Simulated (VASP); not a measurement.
Consider the following.

```yaml
crystal:
  lattice:
    - [6.89213, 0.00000, 0.00000]
    - [-3.44606, 5.96876, 0.00000]
    - [0.00000, 0.00000, 3.18364]
  atoms:
    - { symbol: Mo, position: [0.26622, 0.00000, 0.00000] }
    - { symbol: Mo, position: [0.00000, 0.26622, 0.00000] }
    - { symbol: Mo, position: [0.73378, 0.73378, 0.00000] }
    - { symbol: Mo, position: [0.60362, 0.00000, 0.50000] }
    - { symbol: Mo, position: [0.00000, 0.60362, 0.50000] }
    - { symbol: Mo, position: [0.39638, 0.39638, 0.50000] }
    - { symbol: Si, position: [0.00000, 0.00000, 0.50000] }
    - { symbol: Si, position: [0.33333, 0.66667, 0.00000] }
    - { symbol: Si, position: [0.66667, 0.33333, 0.00000] }
```

Calculation: r2SCAN meta-GGA, VASP's PBE PAW potentials (set 64) (plane waves; VASP). Run with 400 eV cut-off, 6×6×11 Γ-centred mesh, tetrahedra with Blöchl corrections, potentials Mo_sv Si.

The cores are frozen, which limits the accuracy of field gradients.

Problem. Give the principal components of the electric field gradient (V/Å²) and the asymmetry η at each nucleus.

Solution. 
| atom | Vxx | Vyy | Vzz | η |
|---|---|---|---|---|
| Mo1 | -16.5 | -13.6 | 30.1 | 0.10 |
| Mo2 | -16.5 | -13.6 | 30.1 | 0.10 |
| Mo3 | -16.5 | -13.6 | 30.1 | 0.10 |
| Mo4 | -40.9 | -32.8 | 73.7 | 0.11 |
| Mo5 | -40.9 | -32.8 | 73.7 | 0.11 |
| Mo6 | -40.9 | -32.8 | 73.7 | 0.11 |
| Si7 | 4.2 | 4.2 | -8.4 | 0.00 |
| Si8 | -18.5 | -18.5 | 36.9 | 0.00 |
| Si9 | -18.5 | -18.5 | 36.9 | 0.00 |

The structure was generated: SiMo2 was put into the Fe2P type (P-62m), which need not be its known phase. It was relaxed first, which changed the volume by -12 %.
